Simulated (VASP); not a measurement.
# LiMgBN2 (I-4m2) in VASP: single point with PBE

Aim: the single point of LiMgBN2 with PBE.

Everything below comes from runs of VASP 6.6.1. Logs are shortened: lines on timing, memory, paths and dates and some standing lists are left out, and cuts for length are marked.

## Step 1: Starting point

It takes space group I-4m2 (No. 119, tetragonal). The conventional cell has a = 3.819 Å, b = 3.819 Å, c = 8.887 Å, α = 90.00°, β = 90.00°, γ = 90.00°. Li (site symmetry -4m2) is surrounded by 4 N at 2.10 Å. Mg (site symmetry -4m2) has 4 N at 2.10 Å as nearest neighbours. B (site symmetry -4m2) has 2 N at 1.34 Å as nearest neighbours. Around N (site symmetry 2mm) lie 1 B at 1.34 Å.

The cell comes from a database or a generator and needn't be the stable form of this composition.

## Step 2: Single point, PBE

Input file INCAR:

```
SYSTEM = LiMgBN2
PREC     = Accurate       ! precision mode
ENCUT    = 520            ! plane-wave cutoff, eV
EDIFF    = 1E-7           ! SCF threshold, eV
ISMEAR   = 0              ! smearing method
SIGMA    = 0.1            ! smearing width, eV
LREAL    = .False.        ! projectors in reciprocal space
LASPH    = .True.         ! aspherical terms in the spheres
NELM     = 100            ! most SCF steps
ALGO     = Fast           ! electronic algorithm
ISIF     = 2              ! what is computed and relaxed
LWAVE    = .False.        ! write WAVECAR
LCHARG   = .False.        ! write CHGCAR
GGA      = PE             ! functional
NBANDS   = 17             ! bands
```

Input file KPOINTS:

```
regular mesh
0
Gamma
  6 6 6
  0 0 0
```

Input file POSCAR:

```
LiMgBN2
1.0
   -1.9096560000      1.9096560000      4.4435220000
    1.9096560000     -1.9096560000      4.4435220000
    1.9096560000      1.9096560000     -4.4435220000
Li Mg B N
1 1 1 2
Direct
    0.2500000000      0.7500000000      0.5000000000
    0.7500000000      0.2500000000      0.5000000000
    0.5000000000      0.5000000000      0.0000000000
    0.6512635000      0.6512635000      0.0000000000
    0.3487365000      0.3487365000      0.0000000000
```

Potentials or basis: VASP PAW PBE potentials, release 64 (Li_sv, Mg, B, N).

On the command line:

```
cat potpaw_PBE.64/Li_sv/POTCAR potpaw_PBE.64/Mg/POTCAR potpaw_PBE.64/B/POTCAR potpaw_PBE.64/N/POTCAR > POTCAR
mpirun -np 1 vasp_std > vasp.out
```

OUTCAR:

```text
SYSTEM = LiMgBN2
   PREC = Accurate
   ENCUT = 520
   EDIFF = 1E-7
   ISMEAR = 0
   LREAL = .False.
   LASPH = .True.
   NELM = 100
   ISIF = 2
   GGA = PE

 ion  position               nearest neighbor table
   1  0.250  0.750  0.500-   5 2.10   4 2.10   5 2.10   4 2.10   2 2.70   2 2.70   2 2.70   2 2.70

   2  0.750  0.250  0.500-   5 2.10   4 2.10   5 2.10   4 2.10   1 2.70   1 2.70   1 2.70   1 2.70

   3  0.500  0.500  0.000-   4 1.34   5 1.34
   4  0.651  0.651  0.000-   3 1.34   2 2.10   1 2.10   1 2.10   2 2.10
   5  0.349  0.349  0.000-   3 1.34   2 2.10   1 2.10   1 2.10   2 2.10

  LATTYP: Found a body centered tetragonal cell.
 ALAT       =     3.8193120000
 C/A-ratio  =     2.3268703892

  Lattice vectors:

 A1 = (  -1.9096560000,   1.9096560000,   4.4435220000)
 A2 = (   1.9096560000,  -1.9096560000,   4.4435220000)
 A3 = (   1.9096560000,   1.9096560000,  -4.4435220000)

Analysis of symmetry for initial positions (statically):
=====================================================================
 Subroutine PRICEL returns:
 Original cell was already a primitive cell.

 Routine SETGRP: Setting up the symmetry group for a
 body centered tetragonal supercell.

 Subroutine GETGRP returns: Found  8 space group operations
 (whereof  8 operations were pure point group operations)
 out of a pool of 16 trial point group operations.

The static configuration has the point symmetry D_2d.

Analysis of symmetry for dynamics (positions and initial velocities):
=====================================================================
 Subroutine PRICEL returns:
 Original cell was already a primitive cell.

 Routine SETGRP: Setting up the symmetry group for a
 body centered tetragonal supercell.

 Subroutine GETGRP returns: Found  8 space group operations
 (whereof  8 operations were pure point group operations)
 out of a pool of 16 trial point group operations.

The dynamic configuration has the point symmetry D_2d.

 Subroutine INISYM returns: Found  8 space group operations
 (whereof  8 operations are pure point group operations),
 and found     1 'primitive' translations

----------------------------------------------------------------------------------------

                                     Primitive cell

  volume of cell :      64.8183

  direct lattice vectors                    reciprocal lattice vectors
    -1.909656000  1.909656000  4.443522000     0.000000000  0.261827261  0.112523354
     1.909656000 -1.909656000  4.443522000     0.261827261  0.000000000  0.112523354
     1.909656000  1.909656000 -4.443522000     0.261827261  0.261827261  0.000000000

  length of vectors
     5.199851906  5.199851906  5.199851906     0.284982490  0.284982490  0.370279664

  position of ions in fractional coordinates (direct lattice)
     0.250000000  0.750000000  0.500000000
     0.750000000  0.250000000  0.500000000
     0.500000000  0.500000000  0.000000000
     0.651263500  0.651263500  0.000000000
     0.348736500  0.348736500  0.000000000

  ion indices of the primitive-cell ions
   primitive index   ion index
                 1           1
                 2           2
                 3           3
                 4           4
                 5           5

----------------------------------------------------------------------------------------

 KPOINTS: regular mesh

Automatic generation of k-mesh.
 Grid dimensions read from file:
 generate k-points for:    6    6    6

 Generating k-lattice:

  Cartesian coordinates                     Fractional coordinates (reciprocal lattice)
     0.000000000  0.043637877  0.018753892     0.166666667  0.000000000  0.000000000
     0.043637877  0.000000000  0.018753892     0.000000000  0.166666667  0.000000000
     0.043637877  0.043637877  0.000000000     0.000000000  0.000000000  0.166666667

  Length of vectors
     0.047497082  0.047497082  0.061713277

  Shift w.r.t. Gamma in fractional coordinates (k-lattice)
     0.000000000  0.000000000  0.000000000

 Subroutine IBZKPT returns following result:
 ===========================================

 Found     30 irreducible k-points:

 Following reciprocal coordinates:
            Coordinates               Weight
  0.000000  0.000000  0.000000      1.000000
  0.166667  0.000000 -0.000000      8.000000
  0.333333  0.000000 -0.000000      8.000000
  0.500000  0.000000 -0.000000      4.000000
  0.166667  0.166667 -0.000000      8.000000
  0.333333  0.166667 -0.000000     16.000000
[... 16 lines left out ...]
 -0.333333 -0.333333  0.166667      8.000000
 -0.166667 -0.333333  0.166667      8.000000
 [... further k-points ...]
   k-points           NKPTS =     30   k-points in BZ     NKDIM =     30   number of bands    NBANDS=     17
   number of dos      NEDOS =    301   number of ions     NIONS =      5
   total plane-waves  NPLWV =  64000
   dimension x,y,z NGX =    40 NGY =   40 NGZ =   40
   dimension x,y,z NGXF=    80 NGYF=   80 NGZF=   80
   ions per type =               1   1   1   2
   NGX,Y,Z   is equivalent  to a cutoff of  12.79, 12.79, 12.79 a.u.
   NGXF,Y,Z  is equivalent  to a cutoff of  25.58, 25.58, 25.58 a.u.
 SYSTEM =  LiMgBN2
   PREC   = accura    normal or accurate (medium, high low for compatibility)
   ISTART =      0    job   : 0-new  1-cont  2-samecut
   ICHARG =      2    charge: 1-file 2-atom 10-const
   ISPIN  =      1    spin polarized calculation?
   LNONCOLLINEAR =      F non collinear calculations
   LSORBIT =      F    spin-orbit coupling
   LASPH  =      T    aspherical Exc in radial PAW
   ENCUT  =  520.0 eV  38.22 Ry    6.18 a.u.   9.67  9.67  9.67*2*pi/ulx,y,z
   NELM   =    100;   NELMIN=  2; NELMDL= -5     # of ELM steps
   EDIFF  = 0.1E-06   stopping-criterion for ELM
   LREAL  =      F    real-space projection
   EDIFFG = 0.1E-05   stopping-criterion for IOM
   NSW    =      0    number of steps for IOM
   IBRION =     -1    ionic relax: 0-MD 1-quasi-New 2-CG
   NFREE  =      0    steps in history (QN), initial steepest desc. (CG)
   ISIF   =      2    stress and relaxation
   ISYM   =      2    0-nonsym 1-usesym 2-fastsym
   POTIM  = 0.5000    time-step for ionic-motion
   TEBEG  =    0.0;   TEEND  =   0.0 temperature during run
   PSTRESS=    0.0 pullay stress
   NELECT =      18.0000    total number of electrons
   NUPDOWN=      -1.0000    fix difference up-down
   EMIN   =  10.00;   EMAX   =-10.00  energy-range for DOS
   EFERMI =   0.00;   METHOD = LEGACY
   ISMEAR =     0;   SIGMA  =   0.10  broadening in eV -4-tet -1-fermi 0-gaus
   EFERMI_NEDOS =   21; number of points for ismear=-14 and -15
   IALGO  =     68    algorithm
   IMIX   =      4    mixing-type and parameters
     AMIX     =   0.40;   BMIX     =  1.00
     AMIX_MAG =   1.60;   BMIX_MAG =  1.00
  volume/ion in A,a.u.               =      12.96        87.48
  Fermi-wavevector in a.u.,A,eV,Ry     =   1.068070  2.018360 15.521172  1.140774
  Thomas-Fermi vector in A             =   2.203707
   LORBIT       =      0    0 simple, 1 ext, 2 COOP (PROOUT), +10 PAW based schemes
   GGA     = PE    functional components
   LHFCALC =     F    Hartree Fock is set to
   AEXX    =    0.0000 exact exchange contribution
   IVDW    =     0    specifies the selected vdW correction
   LEPSILON=     F    determine dielectric tensor
   LRPA    =     F    only Hartree local field effects (RPA)
 non-spin polarized calculation
 RMM-DIIS sequential band-by-band and
 Gauss-broadening in eV      SIGMA  =   0.10
  energy-cutoff  :      520.00
  volume of cell :       64.82
 maximum number of plane-waves:      1760
   NGX = 19   NGY = 19   NGZ = 19

 number of electron      18.0000000 magnetization

 Free energy of the ion-electron system (eV)
  ---------------------------------------------------
  ext. energy  EPLUGINS =         0.00000000
  ---------------------------------------------------
  free energy    TOTEN  =       -31.55029518 eV

  energy without entropy =      -31.55029518  energy(sigma->0) =      -31.55029518

 E-fermi :   1.4790     XC(G=0):  -8.5231

 val. band max:        0.9132069222   @ k =   0.5000   0.5000   0.5000
 cond. band min:       3.5149641941   @ k =   0.0000   0.0000   0.0000
 fundamental gap:      2.6017572719
 Fermi energy:         1.4789968909

 k-point     1 :       0.0000    0.0000    0.0000
  band No.  band energies     occupation
      1     -42.6590      2.00000
      2     -13.4381      2.00000
      3     -12.4138      2.00000
      4      -3.8441      2.00000
      5      -1.5833      2.00000
      6      -1.2037      2.00000
[... 9 lines left out ...]
     16      13.1133      0.00000
     17      13.1136      0.00000

 k-point     2 :       0.1667    0.0000   -0.0000
  band No.  band energies     occupation
      1     -42.6588      2.00000
      2     -13.3703      2.00000
      3     -12.4458      2.00000
      4      -3.7820      2.00000
      5      -2.0242      2.00000
      6      -1.4741      2.00000
[... 9 lines left out ...]
     16      12.5888      0.00000
     17      12.9553      0.00000

 k-point     3 :       0.3333    0.0000   -0.0000
  band No.  band energies     occupation
      1     -42.6584      2.00000
      2     -13.2144      2.00000
      3     -12.5265      2.00000
      4      -3.6766      2.00000
      5      -2.8264      2.00000
      6      -1.6473      2.00000
[... 392 lines left out ...]
 k-point    23 :      -0.3333   -0.3333    0.1667
  band No.  band energies     occupation
      1     -42.6586      2.00000
      2     -13.1448      2.00000
      3     -12.6601      2.00000
      4      -3.3870      2.00000
      5      -2.8161      2.00000
      6      -2.0932      2.00000
[... 9 lines left out ...]
     16      12.3045      0.00000
     17      12.7283      0.00000

 k-point    24 :      -0.1667   -0.3333    0.1667
  band No.  band energies     occupation
      1     -42.6588      2.00000
      2     -13.2625      2.00000
      3     -12.5758      2.00000
      4      -3.5664      2.00000
      5      -2.5150      2.00000
      6      -1.6601      2.00000
[... 9 lines left out ...]
     16      12.2876      0.00000
     17      12.9762      0.00000

 [... further k-points ...]

------------------------ aborting loop because EDIFF is reached ----------------------------------------

  FORCE on cell =-STRESS in cart. coord.  units (eV):
  Direction    XX          YY          ZZ          XY          YZ          ZX
  --------------------------------------------------------------------------------------
  -------------------------------------------------------------------------------------
  Total       -0.2763449     -0.2763449     -0.0405120      0.0000000      0.0000000      0.0000000
  in kB       -6.8306883     -6.8306883     -1.0013747      0.0000000      0.0000000      0.0000000
  external PRESSURE =      -4.8875838 kB  Pullay stress =       0.0000000 kB

 VOLUME and BASIS-vectors are now :
 -----------------------------------------------------------------------------
  energy-cutoff  :      520.00
  volume of cell :       64.82
      direct lattice vectors                 reciprocal lattice vectors
    -1.909656000  1.909656000  4.443522000     0.000000000  0.261827261  0.112523354
     1.909656000 -1.909656000  4.443522000     0.261827261  0.000000000  0.112523354
     1.909656000  1.909656000 -4.443522000     0.261827261  0.261827261  0.000000000

 POSITION                                       TOTAL-FORCE (eV/Angst)
 -----------------------------------------------------------------------------------
      1.90966      0.00000      2.22176        -0.000000     -0.000000     -0.000000
      0.00000      1.90966      2.22176        -0.000000     -0.000000      0.000000
      0.00000      0.00000      4.44352        -0.000000     -0.000000     -0.000000
      0.00000      0.00000      5.78781        -0.000000     -0.000000      0.056235
      0.00000      0.00000      3.09924         0.000000      0.000000     -0.056235
 -----------------------------------------------------------------------------------
    total drift:                               -0.000000      0.000000     -0.000000

  FREE ENERGIE OF THE ION-ELECTRON SYSTEM (eV)
  ---------------------------------------------------
  free  energy   TOTEN  =       -31.5502951804 eV

  energy  without entropy=      -31.5502951804  energy(sigma->0) =      -31.55029518
```

It took 53 s on 1 thread of Intel Xeon Platinum 8559C (Emerald Rapids), shared host; peak memory 0.25 GiB.

What came out:

```
Free energy            : -31.5503 eV
Largest force          : 0.056 eV/Å
Band gap on the k mesh : 2.60 eV, indirect (least direct gap 3.54 eV)
```

Forces on the atoms (eV/Å):
```
Li   0.000  0.000  0.000
Mg   0.000  0.000  0.000
B    0.000  0.000  0.000
N    0.000  0.000  0.056
N    0.000  0.000 -0.056
```

Levels at points of the mesh, in eV from the valence-band top:
| k point | band 7 | band 8 | band 9 | band 10 | band 11 | band 12 |
| --- | --- | --- | --- | --- | --- | --- |
| (0.00, 0.00, 0.00) | -2.12 | -1.35 | -1.35 | 2.60 | 6.07 | 7.84 |
| (0.50, 0.00, 0.00) | -2.37 | -1.11 | -0.63 | 5.33 | 5.71 | 7.09 |
| (0.50, 0.50, 0.00) | -2.96 | -1.91 | -0.44 | 5.10 | 5.65 | 6.71 |
| (0.50, 0.50, 0.50) | -2.91 | 0.00 | 0.00 | 3.54 | 6.33 | 6.56 |

Caveat: the cutoff is under 1.25 times the usual one of these potentials, so pressure, stress and relaxed cells hold a basis-set (Pulay) error. A k mesh can miss the band edges.
